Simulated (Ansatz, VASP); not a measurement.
## AlSi2Cl in VASP and in Ansatz

The input INCAR:

```
SYSTEM = AlSi2Cl
PREC = Accurate ; ENCUT = 600
EDIFF = 1E-7 ; ISMEAR = 0
SIGMA = 0.1 ; LREAL = .False.
LASPH = .True. ; NELM = 100
ALGO = Normal ; ISIF = 3
LWAVE = .False. ; LCHARG = .False.
GGA = PE ; IBRION = 2
NSW = 100 ; EDIFFG = -0.01
```

KPOINTS

```
Automatic mesh
0
Gamma
  12 12 10
  0 0 0
```

File POSCAR:

```
AlSi2Cl
1.0
    4.2777520478      0.0000000000      0.0000000000
   -2.1388760239      3.7046419445      0.0000000000
    0.0000000000      0.0000000000      5.0316030723
Al Si Cl
1 2 1
Direct
    0.6666666667      0.3333333333      0.5000000000
    0.0000000000      0.0000000000      0.7398762791
    0.0000000000      0.0000000000      0.2601237209
    0.3333333333      0.6666666667      0.0000000000
```

Input for Ansatz:

```yaml
crystal:
  lattice:
    - [4.2777520478, 0.0, 0.0]
    - [-2.1388760239, 3.7046419445, 0.0]
    - [0.0, 0.0, 5.0316030723]
  atoms:
    - { symbol: Al, position: [0.6666666667, 0.3333333333, 0.5] }
    - { symbol: Si, position: [0.0, 0.0, 0.7398762791] }
    - { symbol: Si, position: [0.0, 0.0, 0.2601237209] }
    - { symbol: Cl, position: [0.3333333333, 0.6666666667, 0.0] }
basis:
  ecutwfc: 420
kpoints:
  mp_grid: { grid: [12, 12, 10] }
hamiltonian:
  xc: pbe
scf:
  occupations: { method: gaussian, width: 0.1 }
output:
  forces: true
  stress: true
  eigenvalues: true
relax:
  adjacent_minimum: "off"
  f_tol: 0.01
  max_steps: 80
  cell: { stress_tol: 0.05 }
```

Change from the starting cell: species swapped into the Ni2SbTe type (P-6m2, No. 187).

Alike in both runs: task relaxation of cell and atoms; functional PBE; k mesh 12 × 12 × 10; occupations gaussian, width 0.1 eV; no spin polarisation.

|  | VASP | Ansatz |
| --- | --- | --- |
| version | VASP 6.6.1 | Ansatz 0.2.0 |
| potentials or method | VASP PAW PBE potentials, release 64 (Al, Si, Cl) | scalar-relativistic, plane waves, PAW |
| plane-wave cutoff (eV) | 600 | 420 |
| valence electrons in the cell | 18 | 18 |

|  | VASP | Ansatz | Ansatz less VASP |
| --- | --- | --- | --- |
| gap on the k mesh at the Fermi level, each at its own relaxed structure (eV) | none | none | - |
| relaxed volume (Å³/atom) | 20.02 | 20.03 | +0.007 |
| relaxed cell length with the largest relative difference (Å) | 4.302 | 4.303 | +0.0006 |

A gap of «none» marks a metal or a gap that the smearing closes.
